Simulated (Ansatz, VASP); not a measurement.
# Cross-check of SnSe2 between VASP and Ansatz, part 2 of 2

Aim: how closely do two programs agree when they are given the same cell, functional and k mesh? The cell is taken from a series of VASP runs on this material, whose earlier steps may have relaxed, scaled or displaced it; both programs get it as it stands.

VASP 6.6.1 and Ansatz 0.2.0.

So far. Step 2 (VASP: band structure, PBEsol): The run ends at a pressure of 0.04 GPa, with forces up to 0.0031 eV/Å. Step 5 (Ansatz: single point, PBEsol): The run ends at a pressure of -0.06 GPa, with forces up to 0.014 eV/Å.

## (6) VASP: single point, PBEsol

Level of this step: PBEsol; plane waves and PAW (Sn_d, Se) (VASP).

The same cell, functional, mesh and smearing now go to VASP, with its own data sets and cutoff.

Input file INCAR:

```
SYSTEM = SnSe2
PREC = Accurate
ENCUT = 400
EDIFF = 1E-06
NELM = 100
ISMEAR = 0
SIGMA = 0.05
LREAL = .FALSE.
ALGO = Normal
GGA = PS
NBANDS = 37
LORBIT = 11
LWAVE = .FALSE.
LCHARG = .FALSE.
KPAR = 2
LOPTICS = .TRUE.
NEDOS = 1500
CSHIFT = 0.1
```

Input file POSCAR:

```
SnSe2
1.0
    3.8202979081      0.0000000000      0.0000000000
   -1.9101489540      3.3084750384      0.0000000000
    0.0000000000      0.0000000000      6.1341064093
Sn Se
1 2
Direct
    0.0000000000      0.0000000000      0.0000000000
    0.3333333333      0.6666666667      0.2587113852
    0.6666666667      0.3333333333      0.7412886148
```

Input file KPOINTS:

```
Automatic mesh
0
Gamma
10 10 6
0 0 0
```

The projector-augmented-wave data sets are Sn_d and Se (PBE family, release 64).

Run with:

```console
> mpirun -np 2 vasp_std
```

Numbers of over 12 decimals in the logs are rounded to 6 here.

Log:

```text
[banner, memory and clock lines left out]
running    2 mpi-ranks, on    1 nodes
[...]
[... a notice as in an earlier step ...]

 LDA part: xc-table for (Slater+PW92), standard interpolation
 POSCAR, INCAR and KPOINTS ok, starting setup
[...]
entering main loop
       N       E                     dE             d eps       ncg     rms          rms(c)
DAV:   1     0.204344966734E+03    0.20434E+03   -0.87031E+03  6421   0.665E+02
DAV:   2     0.149249916411E+02   -0.18942E+03   -0.17374E+03  5825   0.275E+02
DAV:   3    -0.123142239123E+02   -0.27239E+02   -0.26822E+02  6299   0.698E+01
DAV:   4    -0.132293824921E+02   -0.91516E+00   -0.91433E+00  6396   0.138E+01
[...]
DAV:  10    -0.129805147461E+02   -0.10961E-05   -0.70176E-05  6505   0.319E-02    0.270E-02
DAV:  11    -0.129805265894E+02   -0.11843E-04   -0.10799E-05  6065   0.139E-02    0.407E-03
DAV:  12    -0.129805272104E+02   -0.62096E-06   -0.59939E-07  5532   0.331E-03
   1 F= -.12980527E+02 E0= -.12980527E+02  d E =-.181277E-11
 optical routines
 imaginary and real dielectric function
 recalculating local potential from charge density
 direction            1
 direction            2
 direction            3
```

Parts of OUTCAR (step 6):

```text
  Total        0.0055333      0.0055333      0.0297966      0.0000000     -0.0000000     -0.0000000
  in kB        0.1143454      0.1143454      0.6157460      0.0000000     -0.0000000     -0.0000000
  external PRESSURE =       0.2814789 kB  Pullay stress =       0.0000000 kB

 POSITION                                       TOTAL-FORCE (eV/Angst)
 -----------------------------------------------------------------------------------
      0.00000      0.00000      0.00000        -0.000000      0.000000      0.000000
     -0.00000      2.20565      1.58696         0.000000     -0.000000      0.007448
      1.91015      1.10283      4.54714        -0.000000      0.000000     -0.007448
 -----------------------------------------------------------------------------------
    total drift:                               -0.000000     -0.000000      0.000000

  FREE ENERGIE OF THE ION-ELECTRON SYSTEM (eV)
  ---------------------------------------------------
  free  energy   TOTEN  =       -12.9805272104 eV

  energy  without entropy=      -12.9805272104  energy(sigma->0) =      -12.98052721

[... 1 part as in an earlier step ...]

[... 2 further parts left out ...]
[key lines of the parts left out:]
E-fermi :   4.2993
```

## (7) Differences

Both answers:

| quantity | Ansatz | VASP | difference |
| --- | --- | --- | --- |
| pressure (GPa) | -0.06 | 0.03 | -0.08 |
| gap on the k mesh (eV) | 0.507 | 0.500 | +0.007 |

At this near-relaxed geometry the largest component of a force difference is 21 meV/Å. A gap on the mesh is an upper bound, since the band edges may lie between its points. Ansatz's pressure holds a Pulay correction of 0.04 GPa; VASP's holds none.

## (8) VASP: band structure, PBEsol, spin-orbit coupling

The same path points are solved in both programs, so levels can be compared one by one.

Input file INCAR:

```
SYSTEM = SnSe2
PREC = Accurate
ENCUT = 400
EDIFF = 1E-06
NELM = 100
ISMEAR = 0
SIGMA = 0.05
LREAL = .FALSE.
ALGO = Normal
GGA = PS
LNONCOLLINEAR = .TRUE.
MAGMOM = 0 0 0 0 0 0 0 0 0
NBANDS = 38
GGA_COMPAT = .FALSE.
LASPH = .TRUE.
LSORBIT = .TRUE.
LORBIT = 11
LWAVE = .FALSE.
LCHARG = .FALSE.
KPAR = 2
```

POSCAR is that of step 6.

Input file KPOINTS:

```
Automatic mesh
0
Gamma
6 6 3
0 0 0
```

Input file KPOINTS_OPT:

```
Line mode
16
Line-mode
Reciprocal
  0.00000000   0.00000000   0.00000000 GAMMA
  0.50000000   0.00000000   0.00000000 M

  0.50000000   0.00000000   0.00000000 M
  0.33333333   0.33333333   0.00000000 K

  0.33333333   0.33333333   0.00000000 K
  0.00000000   0.00000000   0.00000000 GAMMA

  0.00000000   0.00000000   0.00000000 GAMMA
  0.00000000   0.00000000   0.50000000 A

  0.00000000   0.00000000   0.50000000 A
  0.50000000   0.00000000   0.50000000 L

  0.50000000   0.00000000   0.50000000 L
  0.33333333   0.33333333   0.50000000 H

  0.33333333   0.33333333   0.50000000 H
  0.00000000   0.00000000   0.50000000 A

  0.50000000   0.00000000   0.50000000 L
  0.50000000   0.00000000   0.00000000 M

  0.33333333   0.33333333   0.00000000 K
  0.33333333   0.33333333   0.50000000 H
```

Run with:

```console
> mpirun -np 2 vasp_ncl
```

Log:

```text
[... set-up lines as in an earlier step ...]
 entering main loop
       N       E                     dE             d eps       ncg     rms          rms(c)
DAV:   1     0.226762301665E+03    0.22676E+03   -0.98692E+03  1402   0.135E+03
DAV:   2     0.211083728379E+02   -0.20565E+03   -0.19520E+03  1330   0.406E+02
DAV:   3    -0.117077588922E+02   -0.32816E+02   -0.32070E+02  1560   0.143E+02
DAV:   4    -0.132760227645E+02   -0.15683E+01   -0.15591E+01  1554   0.349E+01
[...]
DAV:  11    -0.130512794156E+02   -0.93319E-05   -0.72277E-05  1602   0.588E-02    0.160E-02
DAV:  12    -0.130512852724E+02   -0.58569E-05   -0.96953E-06  1362   0.217E-02    0.600E-03
DAV:  13    -0.130512856006E+02   -0.32819E-06   -0.81238E-07  1224   0.643E-03
   1 F= -.13051286E+02 E0= -.13051286E+02  d E =-.277597E-12  mag=     0.0000    -0.0000     0.0000
 Start KPOINTS_OPT (optional k-point list driver)
k-point batch [1-17\144]
       N       E                     dE             ncg
DAV:   1     0.953447871759E+03   -0.46302E+04     1388
DAV:   2    -0.254956305095E+04   -0.35030E+04     1378
DAV:   3    -0.311064399977E+04   -0.56108E+03     1562
DAV:   4    -0.313751221694E+04   -0.26868E+02     1520
DAV:   5    -0.313822039445E+04   -0.70818E+00     1822
DAV:   6    -0.313823403313E+04   -0.13639E-01     1662
DAV:   7    -0.313823472742E+04   -0.69429E-03     1926
DAV:   8    -0.313823473160E+04   -0.41792E-05     1404
DAV:   9    -0.313823473173E+04   -0.13507E-06      974
[...]
k-point batch [137-144\144]
       N       E                     dE             ncg
DAV:   1     0.741694394321E+04   -0.59950E+04      634
DAV:   2     0.580987981967E+04   -0.16071E+04      648
DAV:   3     0.556103289501E+04   -0.24885E+03      696
DAV:   4     0.554971664864E+04   -0.11316E+02      760
DAV:   5     0.554944023088E+04   -0.27642E+00      858
DAV:   6     0.554943547352E+04   -0.47574E-02      788
DAV:   7     0.554943526822E+04   -0.20530E-03      890
DAV:   8     0.554943526652E+04   -0.16997E-05      670
DAV:   9     0.554943526646E+04   -0.59008E-07      464
```

Parts of OUTCAR (step 8):

```text
  Total        0.0669749      0.0669749      0.0727726      0.0000000      0.0000000      0.0000000
  in kB        1.3840314      1.3840314      1.5038423      0.0000000      0.0000000      0.0000000
  external PRESSURE =       1.4239684 kB  Pullay stress =       0.0000000 kB

 POSITION                                       TOTAL-FORCE (eV/Angst)
 -----------------------------------------------------------------------------------
      0.00000      0.00000      0.00000        -0.000000      0.000000      0.000000
     -0.00000      2.20565      1.58696         0.000000     -0.000000     -0.033678
      1.91015      1.10283      4.54714        -0.000000      0.000000      0.033678
 -----------------------------------------------------------------------------------
    total drift:                               -0.000000     -0.000000     -0.000000

  FREE ENERGIE OF THE ION-ELECTRON SYSTEM (eV)
  ---------------------------------------------------
  free  energy   TOTEN  =       -13.0512856006 eV

  energy  without entropy=      -13.0512856006  energy(sigma->0) =      -13.05128560

 magnetization (x)
# of ion       s       p       d       tot
------------------------------------------
    1        0.000  -0.000   0.000   0.000
    2        0.000  -0.000  -0.000  -0.000
    3        0.000  -0.000   0.000  -0.000
--------------------------------------------------
tot          0.000  -0.000  -0.000  -0.000

 magnetization (y)
# of ion       s       p       d       tot
------------------------------------------
    1        0.000   0.000  -0.000  -0.000
    2        0.000   0.000   0.000   0.000
    3        0.000   0.000   0.000   0.000
--------------------------------------------------
tot          0.000   0.000  -0.000   0.000

 magnetization (z)
# of ion       s       p       d       tot
------------------------------------------
    1       -0.000   0.000   0.000  -0.000
    2        0.000   0.000   0.000   0.000
    3        0.000   0.000   0.000   0.000
--------------------------------------------------
tot         -0.000   0.000   0.000  -0.000

[... 1 part as in an earlier step ...]

[... 2 further parts left out ...]
[key lines of the parts left out:]
E-fermi :   4.3459
```

The run ends at a pressure of 0.14 GPa, with forces up to 0.034 eV/Å.

## (9) Ansatz: band structure, PBEsol, spin-orbit coupling

The same cell, functional, mesh and smearing now go to Ansatz, which takes its cutoff from its data sets.

The cell is taken from a series of VASP runs on this material, whose earlier steps may have relaxed, scaled or displaced it; both programs get it as it stands.

Input file input.yaml:

```yaml
crystal:
  lattice:
    - [3.8202979081, 0.0, 0.0]
    - [-1.910148954, 3.3084750384, 0.0]
    - [0.0, 0.0, 6.1341064093]
  atoms:
    - { symbol: Sn, position: [0.0, 0.0, 0.0] }
    - { symbol: Se, position: [0.3333333333, 0.6666666667, 0.2587113852] }
    - { symbol: Se, position: [0.6666666667, 0.3333333333, 0.7412886148] }
hamiltonian:
  xc: pbesol
  pseudopotentials: { kind: paw_fr }
magnetization:
  noncollinear: true
  spin_orbit: true
kpoints:
  mp_grid: { grid: [6, 6, 3] }
  band_path:
    path:
      - [0.0, 0.0, 0.0]
      - [0.13333, 0.0, 0.0]
      - [0.3, 0.0, 0.0]
      - [0.46667, 0.0, 0.0]
      - [0.46667, 0.06667, 0.0]
      - [0.41111, 0.17778, 0.0]
      - [0.35556, 0.28889, 0.0]
      - [0.28889, 0.28889, 0.0]
      - [0.17778, 0.17778, 0.0]
      - [0.06667, 0.06667, 0.0]
      - [0.0, 0.0, 0.03333]
      - [0.0, 0.0, 0.2]
      - [0.0, 0.0, 0.36667]
      - [0.0, 0.0, 0.5]
      - [0.16667, 0.0, 0.5]
      - [0.3, 0.0, 0.5]
      - [0.46667, 0.0, 0.5]
      - [0.46667, 0.06667, 0.5]
      - [0.41111, 0.17778, 0.5]
      - [0.35556, 0.28889, 0.5]
      - [0.28889, 0.28889, 0.5]
      - [0.17778, 0.17778, 0.5]
      - [0.06667, 0.06667, 0.5]
      - [0.5, 0.0, 0.46667]
      - [0.5, 0.0, 0.33333]
      - [0.5, 0.0, 0.3]
      - [0.5, 0.0, 0.13333]
      - [0.33333, 0.33333, 0.0]
      - [0.33333, 0.33333, 0.16667]
      - [0.33333, 0.33333, 0.33333]
      - [0.33333, 0.33333, 0.5]
    npoints: 1
scf:
  occupations: { method: gaussian, width: 0.05 }
  n_extra_bands: 14
output:
  forces: true
  stress: true
  eigenvalues: true
```

Run with:

```console
> ansatz run input.yaml --threads 2 --pin off --max-ram 4608MiB --backend cpu --events-out ev --progress --plain --runs-dir out
```

Log:

```text
[...]
non-collinear run that drives no moment, with spin-orbit: no starting moment large enough to seed its density (crystal.atoms[].spin), no starting occupations that ask for one, no magnetisation constraint and no magnetic field, so the semilocal B_xc is pinned to zero
Crystal: 3 atoms, lattice volume = 77.531 Å³
[...]
k-point 1: bands = [... 42 lower, 7.6402, 7.6402, 7.9262, 7.9262, 10.1334, 10.1334, 10.8574, 10.8574, ... 10 higher]
  k-point 2: bands = [... 42 lower, 7.7982, 7.7982, 8.0279, 8.0279, 10.1252, 10.1252, 11.5332, 11.5332, ... 10 higher]
  k-point 16: bands = [... 42 lower, 7.2086, 7.2086, 7.2851, 7.2851, 9.8901, 9.8901, 12.6376, 12.6376, ... 10 higher]
[key lines of the parts left out:]
SCF converged after 9 iterations
Magnetization: |M| = 0.0000 μB,  M = (+0.0000, +0.0000, +0.0000) μB
Free energy (F): -16801.608483 eV
Fermi energy:    8.276757 eV
P = ⅓ Tr σ = 0.0494 GPa (0.494 kbar)
```

Wall time 35 s (2 threads of Arm Neoverse N1, shared host); peak memory 0.59 GiB; 68 s of CPU time.

## (10) Comparison

What differs besides the data sets and the points named for the pairs above, as far as they apply: spin-orbit coupling enters by fully relativistic files in Ansatz and inside the spheres in VASP; the data sets hold 46 valence electrons in Ansatz (fully relativistic PAW (standard-fr) files) and 26 in VASP. Total energies have different zeros and are not compared.

Compared:

| quantity | Ansatz | VASP | difference |
| --- | --- | --- | --- |
| pressure (GPa) | 0.05 | 0.14 | -0.09 |
| gap over the path points (eV) | 0.475 | 0.468 | +0.007 |

Levels at points of the path, from each program's valence-band top (eV; 8 filled, then empty):

| k (reciprocal lattice) | Ansatz | VASP |
| --- | --- | --- |
| 0.000 0.000 0.000 | -0.57 -0.57 -0.48 -0.48 -0.29 -0.29 -0.10 -0.10 0.80 0.80 2.85 2.85 4.30 4.30 | -0.57 -0.57 -0.49 -0.49 -0.29 -0.29 -0.10 -0.10 0.79 0.79 2.84 2.84 4.30 4.30 |
| 0.133 0.000 0.000 | -1.44 -1.44 -1.17 -1.17 -0.24 -0.24 -0.01 -0.01 1.93 1.93 3.48 3.48 4.26 4.26 | -1.44 -1.44 -1.18 -1.18 -0.24 -0.24 -0.01 -0.01 1.92 1.92 3.47 3.47 4.26 4.26 |
| 0.300 0.000 0.000 | -2.86 -2.86 -2.15 -2.15 -0.61 -0.61 -0.19 -0.19 1.53 1.53 3.70 3.70 5.12 5.12 | -2.87 -2.87 -2.15 -2.15 -0.61 -0.61 -0.19 -0.19 1.52 1.52 3.69 3.69 5.12 5.12 |
| 0.467 0.000 0.000 | -3.19 -3.19 -2.56 -2.56 -1.50 -1.50 -0.34 -0.34 1.08 1.08 3.50 3.50 5.06 5.06 | -3.19 -3.19 -2.57 -2.57 -1.50 -1.50 -0.34 -0.34 1.07 1.07 3.49 3.49 5.05 5.05 |
| 0.467 0.067 0.000 | -3.16 -3.16 -2.71 -2.71 -1.54 -1.54 -0.58 -0.58 1.15 1.15 3.80 3.80 4.80 4.80 | -3.16 -3.16 -2.72 -2.72 -1.54 -1.54 -0.59 -0.59 1.14 1.14 3.79 3.79 4.80 4.80 |
| 0.411 0.178 0.000 | -3.33 -3.33 -3.00 -3.00 -1.60 -1.60 -1.42 -1.42 1.19 1.19 5.06 5.06 5.27 5.27 | -3.34 -3.34 -3.00 -3.00 -1.60 -1.60 -1.43 -1.43 1.19 1.19 5.06 5.06 5.26 5.26 |
| 0.356 0.289 0.000 | -3.64 -3.64 -3.23 -3.23 -1.90 -1.90 -1.68 -1.68 0.96 0.96 6.01 6.01 6.19 6.19 | -3.65 -3.65 -3.24 -3.24 -1.90 -1.90 -1.68 -1.68 0.96 0.96 6.02 6.02 6.18 6.18 |
| 0.289 0.289 0.000 | -3.64 -3.64 -2.98 -2.98 -2.05 -2.05 -1.43 -1.43 1.04 1.04 5.88 5.88 6.12 6.12 | -3.64 -3.64 -2.98 -2.98 -2.06 -2.06 -1.43 -1.43 1.04 1.04 5.89 5.89 6.12 6.12 |
| 0.178 0.178 0.000 | -3.54 -3.54 -1.59 -1.59 -1.47 -1.47 -0.35 -0.35 1.82 1.82 4.79 4.79 5.02 5.02 | -3.54 -3.54 -1.59 -1.59 -1.47 -1.47 -0.35 -0.35 1.82 1.82 4.79 4.79 5.01 5.01 |
| 0.067 0.067 0.000 | -1.57 -1.57 -0.63 -0.63 -0.48 -0.48 0.00 0.00 1.79 1.79 3.53 3.53 4.08 4.08 | -1.58 -1.58 -0.63 -0.63 -0.48 -0.48 0.00 0.00 1.79 1.79 3.53 3.53 4.07 4.07 |

At this near-relaxed geometry the largest component of a force difference is 22 meV/Å. Among the levels compared at these points, filled levels agree within 8 meV and empty ones within 11 meV. Ansatz's pressure holds a Pulay correction of 0.04 GPa; VASP's holds none.

## (11) What came out

```json
{
 "difference in gap over the path points (band structure, PBEsol)": "0.0069 eV",
 "r.m.s. force difference (band structure, PBEsol)": "9.9 meV/Å",
 "difference in gap on the k mesh (single point, PBEsol)": "0.0072 eV",
 "r.m.s. force difference (single point, PBEsol)": "9.9 meV/Å",
 "difference in gap over the path points (band structure, PBEsol, spin-orbit coupling)": "0.0068 eV",
 "r.m.s. force difference (band structure, PBEsol, spin-orbit coupling)": "10 meV/Å"
}
```

**Reading.** The r.m.s. force difference is 10 meV/Å (band structure, PBEsol, spin-orbit coupling), within the 12 meV/Å picked in this series as the mark of a large difference. How closely two codes agree says nothing of how well the functional describes the real material.

[Lines on the potential files, build, host, timing and source positions are cut from VASP's logs without a mark.]

[Logs are printed without paths, hosts, clocks, repeated set-up lines and the standing remarks that a program may print on its own settings, such as how far it seeks lower states.]

[Hosts, paths, dates, database ids (printed as entryN), source tags and the programs' standing remarks are cut or masked in the printed files.]
